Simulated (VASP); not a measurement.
Input:

```xyz
1
Lattice="-1.5964 1.5964 1.5964 1.5964 -1.5964 1.5964 1.5964 1.5964 -1.5964" Properties=species:S:1:pos:R:3 pbc="T T T"
Mo     0.0000     0.0000     0.0000
```

These are PBEsol GGA, VASP's PBE PAW potentials (set 64) (plane waves; VASP) values and carry that method's errors. Run with 480 eV cut-off, 16×16×16 Γ-centred mesh, first-order Methfessel-Paxton smearing of 0.10 eV, potentials Mo_sv.

**Question.** Give the stress tensor in GPa (positive for a compressed cell).

**Answer.** 
```
-14.56    0.00    0.00
  0.00  -14.56    0.00
  0.00    0.00  -14.56
```
The pressure is its mean diagonal, -14.56 GPa.

The compound is Mo in the bcc structure. This cell was strained or had an atom moved on purpose.
